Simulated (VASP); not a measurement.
Given:

```
CELL_PARAMETERS angstrom
     -1.39150     1.39150     1.39150
      1.39150    -1.39150     1.39150
      1.39150     1.39150    -1.39150
ATOMIC_POSITIONS crystal
  Fe 0.00000 0.00000 0.00000
```
Starting moments (μB, in the order of the record's atoms Fe): 2.1.

Method: PBEsol GGA, VASP's PBE PAW potentials (set 64) (plane waves; VASP). Settings: 400 eV cut-off, Gaussian smearing of 0.050 eV, potentials Fe.

### Question
Give the spin-up energies of bands 1 to 6 at the high-symmetry points, in eV from the Fermi level.

### Answer

```json
[
 {"band": "1", "Γ": "-8.87", "H": "-5.20", "N": "-5.28", "P": "-3.47"},
 {"band": "2", "Γ": "-2.44", "H": "-5.20", "N": "-3.63", "P": "-3.47"},
 {"band": "3", "Γ": "-2.44", "H": "0.19", "N": "-1.01", "P": "-3.47"},
 {"band": "4", "Γ": "-2.44", "H": "0.19", "N": "-0.86", "P": "-0.82"},
 {"band": "5", "Γ": "-1.07", "H": "0.19", "N": "0.39", "P": "-0.82"},
 {"band": "6", "Γ": "-1.07", "H": "10.19", "N": "0.49", "P": "8.93"}
]
```

### Question
Give the spin-down energies of bands 1 to 6 at the high-symmetry points, in eV from the Fermi level.

### Answer

```
band      Γ      H      N      P
----  -----  -----  -----  -----
1     -8.60  -3.48  -4.02  -2.10
2     -0.60  -3.48  -1.98  -2.10
3     -0.60   2.30   0.62  -2.10
4     -0.60   2.30   1.38   1.83
5      1.50   2.30   1.78   1.83
6      1.50  10.55   2.63   9.89
```

It has no gap at this level: it comes out as a metal or semimetal.

The compound is Fe in the bcc structure. It was relaxed first, which changed the volume by -9 %.
